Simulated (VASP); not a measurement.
Data:

```
CELL_PARAMETERS angstrom
      0.00000     1.78853     1.78853
      1.78853     0.00000     1.78853
      1.78853     1.78853     0.00000
ATOMIC_POSITIONS crystal
  B  0.00000 0.00000 0.00000
  N  0.25000 0.25000 0.25000
```

All values below come from PBEsol GGA, VASP's PBE PAW potentials (set 64) (plane waves; VASP). Run with 620 eV cut-off, 13×13×13 Γ-centred mesh, Gaussian smearing of 0.050 eV, potentials B N.

Question: Estimate the energy per atom (σ→0), pressure.

Answer: 
| Property | Value |
|---|---|
| energy per atom (σ→0) | -9.171 eV/atom |
| pressure | 10.01 GPa |

The structure was generated: BN was put into the zinc blende type (F-43m), which need not be its known phase. It was relaxed first under an external pressure of 10 GPa.
